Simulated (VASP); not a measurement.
Data:

```xyz
2
Lattice="3.4913 0.0000 0.0000 0.0000 3.4913 0.0000 0.0000 0.0000 3.4913" Properties=species:S:1:pos:R:3 pbc="T T T"
Ca     0.0000     0.0000     0.0000
S      1.7457     1.7457     1.7457
```

Computed with PBE GGA, VASP's PBE PAW potentials (set 64) (plane waves; VASP 6.6.1). Settings: 400 eV cut-off, Gaussian smearing of 0.050 eV, potentials Ca_sv S.

**Question.** Give the energies of bands 6 to 11 at the high-symmetry points, in eV from the valence-band maximum.

**Answer.** 
```
band      Γ      X      M      R
----  -----  -----  -----  -----
6     -0.73  -4.64  -3.25  -3.55
7     -0.73  -0.95  -3.25  -3.55
8     -0.73  -0.95   0.00  -3.55
9      1.47   2.53   1.35   4.81
10     1.47   5.41   3.53   4.81
11     3.15   5.44   3.74   4.81
```

The gap is direct, 1.35 eV, from the valence maximum at M to the conduction minimum at M.

The structure was generated: CaS was put into the CsCl type type (Pm-3m), which need not be its known phase. It was relaxed first, which changed the volume by -13 %.
